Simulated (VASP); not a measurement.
Given:

```yaml
crystal:
  lattice:
    - [0.00000, 2.06482, 2.06482]
    - [2.06482, 0.00000, 2.06482]
    - [2.06482, 2.06482, 0.00000]
  atoms:
    - { symbol: Li, position: [0.00000, 0.00000, 0.00000] }
    - { symbol: F, position: [0.50000, 0.50000, 0.50000] }
```

Level of theory: revPBE GGA, VASP's PBE PAW potentials (set 64) (plane waves; VASP). Run with 520 eV cut-off, Gaussian smearing of 0.050 eV, potentials Li_sv F.

Q: Give the energies of bands 3 to 6 at the high-symmetry points, in eV from the valence-band maximum.

A: 
| band | Γ | X | U | L | W |
|---|---|---|---|---|---|
| 3 | 0.00 | -2.65 | -2.20 | -2.27 | -1.82 |
| 4 | 0.00 | -0.88 | -1.39 | -0.20 | -1.82 |
| 5 | 0.00 | -0.88 | -0.65 | -0.20 | -0.72 |
| 6 | 8.66 | 14.36 | 14.21 | 10.63 | 14.70 |

The gap is direct, 8.66 eV, from the valence maximum at Γ to the conduction minimum at Γ.

Measured: gap 15.35 eV (computed value off by -6.69 eV), as given by Wei Chen et al., Physical Review Materials (2018), doi:10.1103/physrevmaterials.2.073803 [zero-point renormalisation of 1.15 eV added back (the table's ZPR column)].

The compound is LiF in the rock salt structure. It was relaxed first, which changed the volume by +8 %.
